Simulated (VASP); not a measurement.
An input for Quantum ESPRESSO's pw.x (written as the equivalent of a VASP run, and not itself run):

```
&CONTROL
  calculation = 'scf'
  pseudo_dir = './pseudo'
  outdir = './out'
  tprnfor = .true.
  tstress = .true.
/
&SYSTEM
  ibrav = 0
  nat = 10
  ntyp = 2
  ecutwfc = 84
  occupations = 'smearing'
  smearing = 'gaussian'
  degauss = 0.000735
  input_dft = 'pbe'
/
&ELECTRONS
  conv_thr = 7.3e-08
  electron_maxstep = 100
/
ATOMIC_SPECIES
  Ga 69.723 Ga.upf
  O 15.999 O.upf
CELL_PARAMETERS angstrom
     6.1156740   -1.5176900    0.0000000
     6.1156740    1.5176900    0.0000000
    -1.3785900    0.0000000    5.6277490
ATOMIC_POSITIONS crystal
  Ga   0.3411600  0.3411600  0.6852700
  Ga   0.6588400  0.6588400  0.3147300
  Ga   0.9095300  0.9095300  0.2052100
  Ga   0.0904700  0.0904700  0.7947900
  O    0.5035300  0.5035300  0.7433400
  O    0.4964700  0.4964700  0.2566600
  O    0.8266300  0.8266300  0.4367700
  O    0.1733700  0.1733700  0.5632300
  O    0.1645000  0.1645000  0.1091500
  O    0.8355000  0.8355000  0.8908500
K_POINTS automatic
  6 6 3 0 0 0
```

Q: Translate this input to VASP (INCAR, KPOINTS, POSCAR, choice of POTCAR).

A: This is not unique; one that fits is 
### POSCAR
```
Ga2O3
1
    6.1156740000    -1.5176900000     0.0000000000
    6.1156740000     1.5176900000     0.0000000000
   -1.3785900000     0.0000000000     5.6277490000
Ga O
4 6
Direct
  0.3411600000   0.3411600000   0.6852700000
  0.6588400000   0.6588400000   0.3147300000
  0.9095300000   0.9095300000   0.2052100000
  0.0904700000   0.0904700000   0.7947900000
  0.5035300000   0.5035300000   0.7433400000
  0.4964700000   0.4964700000   0.2566600000
  0.8266300000   0.8266300000   0.4367700000
  0.1733700000   0.1733700000   0.5632300000
  0.1645000000   0.1645000000   0.1091500000
  0.8355000000   0.8355000000   0.8908500000
```

**KPOINTS**
```
kpoints
0
Gamma
 6 6 3
0 0 0
```

### INCAR
```
SYSTEM = Ga2O3
PREC = Accurate
ENCUT = 400
EDIFF = 1E-6
NELM = 100
ALGO = Normal
LREAL = .FALSE.
LASPH = .TRUE.
ISMEAR = 0
SIGMA = 0.01
GGA = PE
LMAXMIX = 4
LWAVE = .FALSE.
LCHARG = .FALSE.
ISIF = 2
NBANDS = 46
```

POTCAR, in this order: Ga_d O (PBE.64 set). Program: vasp_std.

What does not carry over: the potentials are each code's own (VASP's PAW set, PseudoDojo norm-conserving files in pw.x), so ENCUT and ecutwfc are chosen apart and not converted; conv_thr bounds pw.x's estimated SCF error, while EDIFF bounds the energy change between steps; the number of bands isn't carried over, since the valence differs with the files.

The structure comes from a computed database's Ga2O3 entry; how it stands against other phases isn't given here. The cell was not relaxed at this level. The run is one of a series of settings (NBANDS = 46 against the base run), some of them coarse on purpose.
